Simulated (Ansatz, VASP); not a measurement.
# Al6Si in two plane-wave programs

One calculation is typed for both programs; each brings its own data sets. How far apart do they land? The cell is generated by rule, not measured, and may not be a known phase. The cell is taken from a series of runs on this material, whose earlier steps may have relaxed, scaled, displaced or heated it; both programs get it as it stands.

Calculated with Ansatz 0.2.0; plane waves, with VASP 6.6.1 beside it; zone-centre phonons at PBEsol.

The structure was built from a prototype and need not be the compound's stable phase.

## 1. The structure

It takes space group Pm-3m (No. 221, cubic). Conventional cell: a = 6.149 Å, b = 6.149 Å, c = 6.149 Å, α = 90.00°, β = 90.00°, γ = 90.00°. Si has 24 Al at 4.51 Å nearest. Al has 5 Al at 2.43 to 2.63 Å nearest. Farther neighbours are not listed.

Structure file:

```cif
data_structure
_symmetry_space_group_name_H-M 'Pm-3m'
_symmetry_Int_Tables_number 221
_cell_length_a 6.1489
_cell_length_b 6.1489
_cell_length_c 6.1489
_cell_angle_alpha 90.000
_cell_angle_beta 90.000
_cell_angle_gamma 90.000
_cell_volume 232.49
loop_
_atom_site_label
_atom_site_type_symbol
_atom_site_symmetry_multiplicity
_atom_site_Wyckoff_symbol
_atom_site_fract_x
_atom_site_fract_y
_atom_site_fract_z
_atom_site_occupancy
Si1 Si 1 a 0.00000 0.00000 0.00000 1
Al1 Al 6 f 0.19744 0.50000 0.50000 1
```

## 2. Ansatz: zone-centre phonons, PBEsol

Ansatz runs on its default PAW (the set named soft_2) files.

Second derivatives magnify differences that forces hide, and they need a tight electronic threshold.

input.yaml

```yaml
crystal:
  lattice:
    - [6.1489135354, 0.0, 0.0]
    - [0.0, 6.1489135354, 0.0]
    - [0.0, 0.0, 6.1489135354]
  atoms:
    - { symbol: Si, position: [0.0, 0.0, 0.0] }
    - { symbol: Al, position: [0.1974385139, 0.5, 0.5] }
    - { symbol: Al, position: [0.5, 0.1974385139, 0.5] }
    - { symbol: Al, position: [0.8025614861, 0.5, 0.5] }
    - { symbol: Al, position: [0.5, 0.8025614861, 0.5] }
    - { symbol: Al, position: [0.5, 0.5, 0.1974385139] }
    - { symbol: Al, position: [0.5, 0.5, 0.8025614861] }
kpoints:
  mp_grid: { grid: [6, 6, 6] }
hamiltonian:
  xc: pbesol
scf:
  occupations: { method: methfessel_paxton, width: 0.15 }
output:
  eigenvalues: true
phonons:
  method: dfpt
```

Run with:

```sh
ansatz run input.yaml --threads 8 --pin off --max-ram 14336MiB --backend cpu --events-out ev --progress --plain --runs-dir out
```

Numbers of over 12 decimals in the logs are rounded to 6 here.

What it wrote:

```text
zone centre: on kpoints.mp_grid the ground state, and the responses unless they are solved on pairs of k-points, stand on 64 of the mesh's 216 k-points, reduced under 4 symmetry operations, with k and −k counted as one. Each operation leaves every solved displacement unchanged or reverses it
Engine: ansatz 0.2.0, aarch64-unknown-linux-gnu
Pseudopotentials: kind: paw
Pseudopotential: Si, paw, valence charge 4, recommended cutoff 420 eV (normal), Si.paw.azcp
Pseudopotential: Al, paw, valence charge 3, recommended cutoff 420 eV (normal), Al.paw.azcp
Functional definition: PBEsol
  exchange = pbesol_x
  correlation = pbesol_c
Crystal: 7 atoms, lattice volume = 232.485 Å³
Basis set: ecut = 420 eV, 4553 PW (Γ), exchange–correlation on 90×90×90 points (8 copies of the dense FFT grid, shifted against one another)
Bands: 18, of which v1, the nominal top of the filled ones, is band 11 counted from 1 (10 counted from 0)
Symmetry: 48 space group operations
k-points: 64 of 216 (irreducible under 4 space group operations, time reversal used)
Non-local potential: Si, projectors of the file, l = 0: 2, l = 1: 2, l = 2: 2
Non-local potential: Al, projectors of the file, l = 0: 2, l = 1: 2, l = 2: 1
PAW form: soft (Blöchl's): semilocal exchange-correlation on the pseudo side does not see the compensation charge
PAW frozen core: Si, regenerated for the run's functional, and the local potential with it (the file was generated under x = pbe(κ = 0.804, μ = 0.219515), c = pbe(β = 0.066725))
PAW frozen core: Al, regenerated for the run's functional, and the local potential with it (the file was generated under x = pbe(κ = 0.804, μ = 0.219515), c = pbe(β = 0.066725))
PAW one-centre angular grid: Si, 110 points (default); XC on 64 Gauss nodes
PAW one-centre angular grid: Al, 110 points (default); XC on 64 Gauss nodes
Initial density: superposition of atomic densities (neutral atoms: chi_scale 0, normalization atom), corrected by the library's trained network
Initial wavefunctions: pseudopotential atomic-orbital guess
Functional: x = pbesol(κ = 0.804, μ = 0.123457), c = pbesol(β = 0.046)
SCF iter   1: F=—  HF=-3760.556670 eV  |F-HF|=—  |Δ(HF+E_count)|=         —  Δρ=1.06e-2  dr2=1.71e0  ethr=1.77e-3  ⟨swp⟩=7.5  Hψ=7407  notcnv=0
preconditioner: auto → Resta (q_TF=auto, 1.842 Å⁻¹)  ε∞=5.9  [insulator: Δε(μ)=0.137 eV  Ē_g=5.137 eV  σ=0.150 eV  W_gap=0.65  n_scr=26 (ndim 8)  ℏωp=11.4 eV  f_vac=0.000  D(μ)=3.51/eV (n_scr^D=18)  ε∞_Penn≈5.9]
SCF iter   2: F=—  HF=-3760.406562 eV  |F-HF|=—  |Δ(HF+E_count)|=   1.50e-1  S|Δr|=    0.00e0  Δρ=3.64e-3  dr2=1.28e-1  ethr=1.77e-3  ⟨swp⟩=1.2  Hψ=1683  notcnv=0
preconditioner: auto → Kerker (q_TF=auto, 1.842 Å⁻¹)  [metal: Δε(μ)=0.080 eV  Ē_g=5.097 eV  σ=0.150 eV  W_gap=0.40  n_scr=26 (ndim 8)  ℏωp=11.4 eV  f_vac=0.000  D(μ)=6.92/eV (n_scr^D=56)]
SCF iter   3: F=—  HF=-3760.392421 eV  |F-HF|=—  |Δ(HF+E_count)|=   1.41e-2  S|Δr|=    0.00e0  Δρ=1.43e-3  dr2=8.57e-3  ethr=5.81e-4  ⟨swp⟩=1.0  Hψ=1125  notcnv=0
SCF iter   4: F=—  HF=-3760.392031 eV  |F-HF|=—  |Δ(HF+E_count)|=   3.90e-4  S|Δr|=    0.00e0  Δρ=3.95e-4  dr2=1.40e-3  ethr=3.89e-5  ⟨swp⟩=2.3  Hψ=1734  notcnv=0
SCF iter   5: F=—  HF=-3760.392087 eV  |F-HF|=—  |Δ(HF+E_count)|=   5.60e-5  S|Δr|=    0.00e0  Δρ=3.26e-4  dr2=1.74e-3  ethr=6.35e-6  ⟨swp⟩=2.0  Hψ=1578  notcnv=0
SCF iter   6: F=—  HF=-3760.391981 eV  |F-HF|=—  |Δ(HF+E_count)|=   1.06e-4  S|Δr|=    0.00e0  Δρ=1.12e-4  dr2=2.09e-4  ethr=6.35e-6  ⟨swp⟩=1.0  Hψ=1133  notcnv=0
SCF iter   7: F=—  HF=-3760.391968 eV  |F-HF|=—  |Δ(HF+E_count)|=   1.29e-5  S|Δr|=    0.00e0  Δρ=2.90e-5  dr2=1.36e-5  ethr=9.52e-7  ⟨swp⟩=1.0  Hψ=1134  notcnv=0
SCF iter   8: F=—  HF=-3760.391968 eV  |F-HF|=—  |Δ(HF+E_count)|=   6.09e-7  S|Δr|=    0.00e0  Δρ=4.98e-6  dr2=4.06e-7  ethr=6.16e-8  ⟨swp⟩=1.1  Hψ=1134  notcnv=0
SCF iter   9: F=—  HF=-3760.391963 eV  |F-HF|=—  |Δ(HF+E_count)|=   5.39e-6  S|Δr|=    0.00e0  Δρ=5.19e-7  dr2=1.94e-9  ethr=1.85e-9  ⟨swp⟩=1.8  Hψ=1435  notcnv=0
SCF iter  10: F=—  HF=-3760.391963 eV  |F-HF|=—  |Δ(HF+E_count)|=   1.19e-9  S|Δr|=    0.00e0  Δρ=1.41e-7  dr2=1.24e-10  ethr=8.82e-12  ⟨swp⟩=2.1  Hψ=1850  notcnv=0
SCF iter  11: F=-3760.391963 eV  HF=-3760.391963 eV  |F-HF|=0.00e0  |Δ(HF+E_count)|=  1.32e-11  S|Δr|=    0.00e0  Δρ=2.96e-8  dr2=3.62e-12  ethr=1.00e-12  ⟨swp⟩=8.1  Hψ=5683  notcnv=0
SCF 1 converged in 11 iterations: F = -3760.391963 eV  dr2 = 3.62e-12
  greatest PAW one-centre occupation: 0.762 electrons in one spin orbital (limit 2), on the Si atom at site 0 (counted from 0), in its partial waves of l = 0
DFPT response loops at Γ: preconditioner auto → Kerker (q_TF=auto, 1.842 Å⁻¹) (partly filled bands, converged f_vac=0.000); β = 1.00, the filter's whole step (`scf.mixing.beta` (0.50) is not read by the response loops under this deck's `scf.mixing.preconditioner`; to damp them name `kerker` or `kerker_dos`, under which they read `scf.mixing.beta`, and type it under 1.00, their step now; both keys bind the ground state too); Broyden in place of MSR1
SCF converged after 11 iterations
Stability not checked: this state was not tested for a lower state beside it, because cold or Methfessel-Paxton smearing, or corrected tetrahedra, fill the levels in a way that the test cannot read (fill_not_monotonic; see scf.lower_state_search)
Free energy (F): -3760.391963 eV
Harris-Foulkes:  -3760.391963 eV  (|F-HF|=0.00e0)
Internal energy: -3760.385059 eV  (E = F + TS)
E sigma→0 (E₀):  -3760.390237 eV
Entropy (-TS):   -0.006904 eV (-0.986 meV/atom)
Fermi energy:    1.624658 eV
--- Per-component energies (eV) ---
  E_band       = -38.679469
  E_kinetic    = 157.771626
  E_local      = -203.023227  (includes V_loc(G=0)·N_el)
  E_nonlocal   = 92.758217
  E_hartree    = 70.648590
  E_xc         = -277.394235
  E_vxc        = -203.462970  (∫ρ·V_xc dr)
  E_paw        = -3227.104372  (= ΣΔE_a)
  E_vpaw       = -24.020292  (= ΣTr[D̂ρ^β])
  E_aug_tail   = -0.000007  (compensation charges beyond the density's cutoff)
  E_ewald      = -374.188047
  E_core_change = 0.146395  (= ΣΔE_core)
  E_smearing   = -0.006904  (= −TS)
  E_closure    = 0.000000  (closes the sum)
  Σ components = -3760.391963   (vs F -3760.391963, Δ=0.00e0)
--- Band table (eV; the first three rows and the last of 64) ---
  k-point 0: bands = [... 7 lower, -0.9496, 1.6768, 1.6768, 1.6768, 2.0752, 2.0752, 2.0752, 3.5808, ... 3 higher]
  k-point 1: bands = [... 7 lower, -0.6479, 1.3005, 1.3005, 1.7601, 2.0958, 2.2001, 2.2001, 3.3428, ... 3 higher]
  k-point 2: bands = [... 7 lower, 0.4181, 0.8205, 0.8205, 1.9034, 2.1388, 2.3419, 2.3419, 2.9912, ... 3 higher]
  k-point 63: bands = [... 7 lower, -0.2609, 1.5305, 1.5305, 1.5305, 2.6012, 2.6012, 2.6012, 3.8853, ... 3 higher]
--- Phonons (Γ-DFPT): 3 representative perturbations + reference, on 64 of 216 k-points (Σ response iterations 10) ---
  k mesh reduced under 4 symmetry operations, with k and −k counted as one. Each operation leaves every solved displacement unchanged or reverses it
  ASR residual: 2.265e-5 → 0.000e0 eV/Å²; symmetrization residual: 3.762e-7 eV/Å²
  ASR residual per site (eV/Å²): 1.33e-5 2.27e-5 2.27e-5 2.27e-5 2.27e-5 2.27e-5 2.27e-5
  Γ frequencies (cm⁻¹): -143.06 -143.06 -143.06 -69.61 -69.61 -69.61 0.00 0.00 0.00 165.43 165.43 165.43 232.02 232.02 232.02 304.93 304.93 304.93 445.68 445.68 553.47
  non-analytic LO–TO correction: not included (Born effective charges unavailable; polar crystals: no LO–TO splitting at Γ)
```

In the SCF lines HF is the Harris–Foulkes energy and dr2 the Hartree energy of the density residual, in eV; the loop may stop once dr2 is under the threshold and the program's other checks hold. Hψ counts applications of the Hamiltonian.

(Continued in part 2 of 2.)

[Lines on the potential files, build, host, timing and source positions are cut from VASP's logs without a mark.]

[Logs are printed without paths, hosts, clocks, repeated set-up lines and the standing remarks that a program may print on its own settings, such as how far it seeks lower states.]

[Hosts, paths, dates, database ids (printed as entryN), source tags and the programs' standing remarks are cut or masked in the printed files.]
